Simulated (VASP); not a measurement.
Input for VASP

INCAR:
```
! general
SYSTEM  = As
PREC    = Accurate
ENCUT   = 400   ! plane-wave cut-off (eV)
LREAL   = .False.   ! projection in real space or not
LASPH   = .True.

! electronic loop
EDIFF   = 1E-6   ! SCF stop (eV)
NELM    = 100   ! most electronic steps
ALGO    = Normal   ! blocked Davidson
LMAXMIX = 4   ! l cut-off of mixed one-centre charges

! smearing
ISMEAR  = 1   ! Methfessel-Paxton
SIGMA   = 0.1

! functional
GGA     = PS   ! PBEsol

! ions
IBRION  = 2   ! conjugate gradients
NSW     = 60   ! most ionic steps
ISIF    = 3
EDIFFG  = -0.01

! output
LWAVE   = .False.
LCHARG  = .False.
```

File KPOINTS:
```
Automatic mesh
0
Gamma
13 13 7
0 0 0
```

File POSCAR:
```
As
1.0
  2.9882218061   0.0000000000   0.0000000000
 -1.4941109031   2.5878767784   0.0000000000
  0.0000000000   0.0000000000   4.7433195847
As
2
Cartesian
 -0.0000014941   1.7252520482   1.1858298962
  1.4941123971   0.8626247302   3.5574896885
```

POTCAR, in this order: As (PBE.64 set). Program: vasp_std.

Q: Translate this PBEsol calculation to Quantum ESPRESSO's pw.x.

A: One equivalent input (not run):
```
&CONTROL
  calculation = 'vc-relax'
  pseudo_dir = './pseudo'
  outdir = './out'
  tprnfor = .true.
  tstress = .true.
  nstep = 60
  forc_conv_thr = 0.00039
/
&SYSTEM
  ibrav = 0
  nat = 2
  ntyp = 1
  ecutwfc = 84
  occupations = 'smearing'
  smearing = 'methfessel-paxton'
  degauss = 0.00735
  input_dft = 'pbesol'
/
&ELECTRONS
  conv_thr = 7.3e-08
  electron_maxstep = 100
/
&IONS
/
&CELL
/
ATOMIC_SPECIES
  As 74.922 As.upf
CELL_PARAMETERS angstrom
     2.9882218   -0.0000000   -0.0000000
    -1.4941109    2.5878768   -0.0000000
    -0.0000000    0.0000000    4.7433196
ATOMIC_POSITIONS crystal
  As   0.3333330  0.6666670  0.2500000
  As   0.6666670  0.3333330  0.7500000
K_POINTS automatic
  13 13 7 0 0 0
```
What does not carry over: the potentials are each code's own (VASP's PAW set, PseudoDojo norm-conserving files in pw.x), so ENCUT and ecutwfc are chosen apart and not converted; conv_thr bounds pw.x's estimated SCF error, while EDIFF bounds the energy change between steps; forc_conv_thr acts on force components and is met together with etot_conv_thr.

The structure was generated: As was put into the hcp type (P6_3/mmc), which need not be its known phase. This run relaxes it. Symmetry was kept, so distortions that lower it aren't found. The start is the result of an earlier pass.
